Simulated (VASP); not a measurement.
Level of theory: AM05 GGA, VASP's PBE PAW potentials (set 64) (plane waves; VASP).

VASP input:

### KPOINTS
```
kpoints
0
gamma
12 12 12
0 0 0
```

### POSCAR
```
WSi2
1.0
 -1.5973163009   1.5973163009   3.9042567266
  1.5973163009  -1.5973163009   3.9042567266
  1.5973163009   1.5973163009  -3.9042567266
Si W
2 1
Cartesian
  0.0000000000  -0.0000000000   5.1977064199
  0.0000000000  -0.0000000000   2.6108070333
  1.5973163009   1.5973163009   3.9042567266
```

### INCAR
```
LMAXMIX=6   ! l cut-off of mixed one-centre charges
NELM=100   ! most electronic steps
EDIFFG=-0.02   ! ionic stop
PREC=Accurate
SIGMA=0.1   ! width (eV)
ISIF=3
GGA=AM
NSW=60   ! most ionic steps
ISMEAR=1
ENCUT=520
LASPH=.True.
LWAVE=.False.
SYSTEM=WSi2
ALGO=Normal   ! blocked Davidson
LREAL=.False.   ! projection in real space or not
IBRION=2
EDIFF=1E-6   ! SCF stop (eV)
LCHARG=.False.
```

POTCAR, in this order: Si W_sv (PBE.64 set). Program: vasp_std.

Unless said otherwise, spin-orbit coupling is left out, though it shifts the bands of the heavy elements here.

**Question.** Predict the energy per atom (σ→0), volume per atom, band gap (on the k-mesh).

**Answer.** 
The energy per atom (σ→0) comes out as -8.766 eV/atom and the band gap (on the k-mesh) is none (metal, semimetal or under 0.01 eV). The volume per atom is 13.26 Å³/atom.

**OSZICAR**
```
...
   1 F= -.26297045E+02 E0= -.26297091E+02  d E =-.262970E+02
       N       E                     dE             d eps       ncg     rms          rms(c)
DAV:   1    -0.262974265621E+02   -0.38180E-03   -0.91453E-03  5744   0.113E+00    0.222E-01
DAV:   2    -0.262971243700E+02    0.30219E-03   -0.17992E-03  5723   0.362E-01    0.339E-02
DAV:   3    -0.262970953045E+02    0.29066E-04   -0.71792E-05  5653   0.591E-02    0.218E-02
DAV:   4    -0.262970869612E+02    0.83433E-05   -0.17089E-05  6080   0.396E-02    0.179E-02
DAV:   5    -0.262970869396E+02    0.21595E-07   -0.18650E-06  3782   0.140E-02
   2 F= -.26297087E+02 E0= -.26297138E+02  d E =-.422172E-04
```

The compound is WSi2 in the MoSi2 type structure. This run relaxes it. Symmetry was kept, so distortions that lower it aren't found. The start is the result of an earlier pass.
